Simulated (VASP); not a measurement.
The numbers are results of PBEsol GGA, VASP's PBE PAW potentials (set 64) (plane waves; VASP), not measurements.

VASP ran on this input.

### KPOINTS
```
Automatic mesh
0
Gamma
9 9 9
0 0 0
```

File POSCAR:
```
Bi
1.0
  4.0941310873  -2.2616653111  -0.0157056326
  4.0941310873   2.2616653111  -0.0157056326
  2.8590103159   0.0000000000   3.7018030782
Bi
2
Direct
  0.2366323666   0.2366323666   0.2366323666
  0.7633676334   0.7633676334   0.7633676334
```

**INCAR**
```
ALGO  =  Normal
EDIFF  =  1E-6
EDIFFG  =  -0.01
ENCUT  =  400
GGA  =  PS
IBRION  =  2
ISIF  =  3
ISMEAR  =  1
LASPH  =  .True.
LCHARG  =  .False.
LMAXMIX  =  4
LREAL  =  .False.
LWAVE  =  .False.
NELM  =  100
NSW  =  60
PREC  =  Accurate
SIGMA  =  0.1
SYSTEM  =  Bi
```

POTCAR, in this order: Bi_d (PBE.64 set). Program: vasp_std.

The resulting files:

**OUTCAR**
```
 ion  position               nearest neighbor table
   1  0.237  0.237  0.237-   2 3.08   2 3.08   2 3.08   2 3.45   2 3.45   2 3.45
   2  0.763  0.763  0.763-   1 3.08   1 3.08   1 3.08   1 3.45   1 3.45   1 3.45
  LATTYP: Found a trigonal (rhomboedric) cell.
 ALAT       =     4.6773161114
 COS(alpha) =     0.5323797407
 Subroutine PRICEL returns:
 Original cell was already a primitive cell.
 Subroutine GETGRP returns: Found 12 space group operations
The static configuration has the point symmetry D_3d.
The dynamic configuration has the point symmetry D_3d.
 Subroutine INISYM returns: Found 12 space group operations
 Subroutine IBZKPT returns following result:
 Found     85 irreducible k-points:

 Following reciprocal coordinates:
            Coordinates               Weight
  0.000000  0.000000  0.000000      1.000000
  0.111111  0.000000  0.000000      6.000000
  0.222222  0.000000  0.000000      6.000000
  0.333333  0.000000  0.000000      6.000000
  0.444444  0.000000  0.000000      6.000000
  0.111111  0.111111  0.000000      6.000000
  0.222222  0.111111  0.000000     12.000000
  0.333333  0.111111  0.000000     12.000000
  0.444444  0.111111  0.000000     12.000000
 -0.444444  0.111111 -0.000000     12.000000
 -0.333333  0.111111 -0.000000     12.000000
 -0.222222  0.111111 -0.000000     12.000000
 -0.111111  0.111111  0.000000      6.000000
  0.222222  0.222222  0.000000      6.000000
  0.333333  0.222222  0.000000     12.000000
  0.444444  0.222222  0.000000     12.000000
 -0.444444  0.222222 -0.000000     12.000000
 -0.333333  0.222222 -0.000000     12.000000
 -0.222222  0.222222  0.000000      6.000000
  0.333333  0.333333  0.000000      6.000000
  0.444444  0.333333  0.000000     12.000000
 -0.444444  0.333333 -0.000000     12.000000
 -0.333333  0.333333  0.000000      6.000000
  0.444444  0.444444  0.000000      6.000000
 -0.444444  0.444444  0.000000      6.000000
  0.111111  0.111111  0.111111      2.000000
  0.222222  0.111111  0.111111      6.000000
  0.333333  0.111111  0.111111      6.000000
  0.444444  0.111111  0.111111      6.000000
 -0.444444  0.111111  0.111111      6.000000
 -0.333333  0.111111  0.111111      6.000000
 -0.222222  0.111111  0.111111      6.000000
 -0.111111  0.111111  0.111111      6.000000
  0.222222  0.222222  0.111111      6.000000
  0.333333  0.222222  0.111111     12.000000
  0.444444  0.222222  0.111111     12.000000
 -0.444444  0.222222  0.111111     12.000000
 -0.333333  0.222222  0.111111     12.000000
 -0.222222  0.222222  0.111111     12.000000
 -0.111111  0.222222  0.111111     12.000000
   k-points           NKPTS =     85   k-points in BZ     NKDIM =     85   number of bands    NBANDS=     19
   number of dos      NEDOS =    301   number of ions     NIONS =      2
   total plane-waves  NPLWV =  32768
   dimension x,y,z NGX =    32 NGY =   32 NGZ =   32
   dimension x,y,z NGXF=    64 NGYF=   64 NGZF=   64
   ions per type =               2
   PREC   = accura    normal or accurate (medium, high low for compatibility)
   ISTART =      0    job   : 0-new  1-cont  2-samecut
   ICHARG =      2    charge: 1-file 2-atom 10-const
   ISPIN  =      1    spin polarized calculation?
   LNONCOLLINEAR =      F non collinear calculations
   LSORBIT =      F    spin-orbit coupling
   INIWAV =      1    electr: 0-lowe 1-rand  2-diag
   ENCUT  =  400.0 eV  29.40 Ry    5.42 a.u.   7.63  7.63  7.63*2*pi/ulx,y,z
   NELM   =    100;   NELMIN=  2; NELMDL= -5     # of ELM steps
   EDIFF  = 0.1E-05   stopping-criterion for ELM
   LREAL  =      F    real-space projection
   NLSPLINE    = F    spline interpolate recip. space projectors
...
```

OSZICAR:
```
       N       E                     dE             d eps       ncg     rms          rms(c)
DAV:   1     0.273014560397E+03    0.27301E+03   -0.14678E+04  3230   0.163E+03
DAV:   2     0.130891430168E+02   -0.25993E+03   -0.25608E+03  3266   0.421E+02
DAV:   3    -0.789628985891E+01   -0.20985E+02   -0.20677E+02  3728   0.146E+02
DAV:   4    -0.859548970676E+01   -0.69920E+00   -0.69750E+00  3646   0.294E+01
DAV:   5    -0.862865536161E+01   -0.33166E-01   -0.33164E-01  4367   0.558E+00    0.105E+00
DAV:   6    -0.861742474336E+01    0.11231E-01   -0.22510E-02  3829   0.184E+00    0.611E-01
DAV:   7    -0.861301679485E+01    0.44079E-02   -0.14194E-02  3886   0.153E+00    0.120E-01
DAV:   8    -0.861297537374E+01    0.41421E-04   -0.14832E-03  3477   0.508E-01    0.176E-02
DAV:   9    -0.861298344157E+01   -0.80678E-05   -0.61689E-05  4788   0.690E-02    0.827E-03
DAV:  10    -0.861298253835E+01    0.90322E-06   -0.28116E-06  2757   0.149E-02
   1 F= -.86129825E+01 E0= -.86130117E+01  d E =-.861298E+01
```

OUTCAR:
```
------------------------ aborting loop because EDIFF is reached ----------------------------------------
  FORCE on cell =-STRESS in cart. coord.  units (eV):
  Direction    XX          YY          ZZ          XY          YZ          ZX
  --------------------------------------------------------------------------------------
  Total       -0.0169950     -0.0021324     -0.0037730      0.0000000      0.0000000     -0.0049380
  in kB       -0.3960156     -0.0496886     -0.0879183      0.0000000      0.0000000     -0.1150651
  external PRESSURE =      -0.1778742 kB  Pullay stress =       0.0000000 kB
  volume of cell :       68.76
      direct lattice vectors                 reciprocal lattice vectors
     4.094131087 -2.261665311 -0.015705633     0.121765275 -0.221076035 -0.094042868
     4.094131087  2.261665311 -0.015705633     0.121765275  0.221076035 -0.094042868
     2.859010316  0.000000000  3.701803078     0.001033227  0.000000000  0.269340636
 POSITION                                       TOTAL-FORCE (eV/Angst)
 -----------------------------------------------------------------------------------
      2.61414      0.00000      0.86853         0.003577      0.000000      0.001188
      8.43313      0.00000      2.80186        -0.003577      0.000000     -0.001188
 -----------------------------------------------------------------------------------
    total drift:                                0.000000     -0.000000     -0.000000
  FREE ENERGIE OF THE ION-ELECTRON SYSTEM (eV)
  ---------------------------------------------------
  free  energy   TOTEN  =        -8.6129825384 eV

  energy  without entropy=       -8.6130700189  energy(sigma->0) =       -8.61301170

 reached required accuracy - stopping structural energy minimisation
```
(Selected blocks of OUTCAR.)

**OUTCAR**
```
 val. band max:        6.3654357743   @ k =   0.4444   0.0000   0.0000

 cond. band min:       6.4069433510   @ k =   0.2222   0.2222   0.1111


 Fermi energy:         6.3766565075

 k-point     1 :       0.0000    0.0000    0.0000
  band No.  band energies     occupation
      1     -16.4551      2.00000
      2     -16.4551      2.00000
      3     -16.2965      2.00000
      4     -16.2965      2.00000
      5     -16.2860      2.00000
      6     -16.1036      2.00000
      7     -16.0943      2.00000
      8     -16.0943      2.00000
      9     -15.9648      2.00000
     10     -15.9648      2.00000
     11      -6.7875      2.00000
     12      -0.9793      2.00000
     13       4.9161      2.00000
     14       5.1788      2.00000
     15       5.1788      2.00000
     16       9.1488      0.00000
     17       9.4747      0.00000
     18       9.4747      0.00000
     19      11.9346      0.00000

 k-point     2 :       0.1111    0.0000    0.0000
  band No.  band energies     occupation
      1     -16.4445      2.00000
      2     -16.4427      2.00000
      3     -16.2919      2.00000
      4     -16.2894      2.00000
      5     -16.2795      2.00000
      6     -16.1094      2.00000
      7     -16.1002      2.00000
      8     -16.0987      2.00000
      9     -15.9786      2.00000
     10     -15.9762      2.00000
     11      -6.6690      2.00000
     12      -1.2663      2.00000
     13       4.9731      2.00000
     14       5.1829      2.00000
     15       5.2065      2.00000
     16       8.8146      0.00000
     17       8.9791      0.00000
     18       9.1479      0.00000
     19      11.4946      0.00000

 k-point     3 :       0.2222    0.0000    0.0000
  band No.  band energies     occupation
      1     -16.4149      2.00000
      2     -16.4070      2.00000
      3     -16.2800      2.00000
      4     -16.2695      2.00000
      5     -16.2603      2.00000
      6     -16.1283      2.00000
      7     -16.1174      2.00000
...
```

Unless said otherwise, spin-orbit coupling is left out, though it shifts the bands of the heavy elements here.

The compound is Bi in the a7 structure. It was relaxed first. The start is the result of an earlier pass.
